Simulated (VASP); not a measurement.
Here is the system:

```xyz
3
Lattice="1.7212 -2.9811 0.0000 1.7212 2.9811 0.0000 0.0000 0.0000 5.7667" Properties=species:S:1:pos:R:3 pbc="T T T"
Ti     1.7212    -2.9811     0.0000
Se     1.7212     0.9937     1.5376
Se     1.7212    -0.9937     4.2291
```

Computed with LDA (Ceperley-Alder, Perdew-Zunger), VASP's LDA PAW potentials (set 64) (plane waves; VASP). Settings: 400 eV cut-off, 11×11×6 Γ-centred mesh, tetrahedra with Blöchl corrections, potentials Ti_sv Se.

The cores are frozen, which limits the accuracy of field gradients.

Problem. Give the principal components of the electric field gradient (V/Å²) and the asymmetry η at each nucleus.

Solution. 
```csv
atom,Vxx,Vyy,Vzz,η
Ti1,14.2,14.2,-28.3,0.00
Se2,6.5,6.5,-13.1,0.00
Se3,6.5,6.5,-13.1,0.00
```

The compound is TiSe2 in the 1T layered structure. It was relaxed first, which changed the volume by -9 %.
